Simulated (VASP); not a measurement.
All values below come from LDA (Ceperley-Alder, Perdew-Zunger), VASP's LDA PAW potentials (set 64) (plane waves; VASP).

VASP ran on this input.

File KPOINTS:
```
Automatic mesh
0
Gamma
6 6 6
0 0 0
```

### INCAR
```
! general
SYSTEM  = LaAg
PREC    = Accurate
ENCUT   = 300
LREAL   = F
LASPH   = T   ! aspherical one-centre terms

! electronic loop
EDIFF   = 1E-6
NELM    = 100   ! most electronic steps
ALGO    = Normal   ! blocked Davidson
LMAXMIX = 6

! smearing
ISMEAR  = 0
SIGMA   = 0.1   ! width (eV)

! ions
ISIF    = 2   ! forces and stress, cell fixed

! output
LWAVE   = F
LCHARG  = F
```

POSCAR:
```
LaAg
1
    3.6736130000     0.0000000000     0.0000000000
    0.0000000000     3.6736130000     0.0000000000
    0.0000000000     0.0000000000     3.6835410000
La Ag
1 1
Direct
  0.5000000000   0.5000000000   0.5000000000
  0.0000000000   0.0000000000   0.0000000000
```

POTCAR, in this order: La Ag (LDA.64 set). Program: vasp_std.

What VASP printed:

OSZICAR:
```
       N       E                     dE             d eps       ncg     rms          rms(c)
DAV:   1     0.138040279061E+03    0.13804E+03   -0.66669E+03  1280   0.140E+03
DAV:   2     0.138721229897E+02   -0.12417E+03   -0.12207E+03  1447   0.256E+02
DAV:   3    -0.954287528823E+01   -0.23415E+02   -0.22757E+02  2224   0.977E+01
DAV:   4    -0.106847154519E+02   -0.11418E+01   -0.11167E+01  1919   0.255E+01
DAV:   5    -0.107718009358E+02   -0.87085E-01   -0.86932E-01  1953   0.559E+00    0.708E+00
DAV:   6    -0.994793357739E+01    0.82387E+00   -0.12560E+01  1924   0.319E+01    0.487E+00
DAV:   7    -0.979427164467E+01    0.15366E+00   -0.11847E+00  1951   0.103E+01    0.168E+00
DAV:   8    -0.977439562758E+01    0.19876E-01   -0.17603E-01  2084   0.337E+00    0.566E-01
DAV:   9    -0.976854206182E+01    0.58536E-02   -0.20447E-02  1896   0.133E+00    0.145E-01
DAV:  10    -0.976806404898E+01    0.47801E-03   -0.24925E-03  2181   0.434E-01    0.158E-02
DAV:  11    -0.976807267898E+01   -0.86300E-05   -0.73444E-05  1852   0.711E-02    0.909E-03
DAV:  12    -0.976807396722E+01   -0.12882E-05   -0.70158E-06  1868   0.229E-02    0.411E-03
DAV:  13    -0.976807343393E+01    0.53330E-06   -0.16291E-06  1340   0.143E-02
   1 F= -.97680734E+01 E0= -.97632742E+01  d E =-.959852E-02
```

### OUTCAR
```
------------------------ aborting loop because EDIFF is reached ----------------------------------------
  FORCE on cell =-STRESS in cart. coord.  units (eV):
  Direction    XX          YY          ZZ          XY          YZ          ZX
  --------------------------------------------------------------------------------------
  Total        0.6680626      0.6680626      0.6526411      0.0000000      0.0000000      0.0000000
  in kB       21.5315570     21.5315570     21.0345241      0.0000000      0.0000000      0.0000000
  external PRESSURE =      21.3658794 kB  Pullay stress =       0.0000000 kB
  volume of cell :       49.71
      direct lattice vectors                 reciprocal lattice vectors
     3.673613000  0.000000000  0.000000000     0.272211580  0.000000000  0.000000000
     0.000000000  3.673613000  0.000000000     0.000000000  0.272211580  0.000000000
     0.000000000  0.000000000  3.683541000     0.000000000  0.000000000  0.271477907
 POSITION                                       TOTAL-FORCE (eV/Angst)
 -----------------------------------------------------------------------------------
      1.83681      1.83681      1.84177         0.000000      0.000000      0.000000
      0.00000      0.00000      0.00000         0.000000      0.000000      0.000000
 -----------------------------------------------------------------------------------
    total drift:                                0.000000      0.000000     -0.000000
  FREE ENERGIE OF THE ION-ELECTRON SYSTEM (eV)
  ---------------------------------------------------
  free  energy   TOTEN  =        -9.7680734339 eV

  energy  without entropy=       -9.7584749150  energy(sigma->0) =       -9.76327417
```
(Selected blocks of OUTCAR.)

At this cut-off the stress carries a Pulay error, which pulls relaxed volumes low.

The structure comes from a computed database's LaAg entry (P4/mmm); how it stands against other phases isn't given here. The cell was not relaxed at this level, and its volume differs by -5.9 % from the start's.
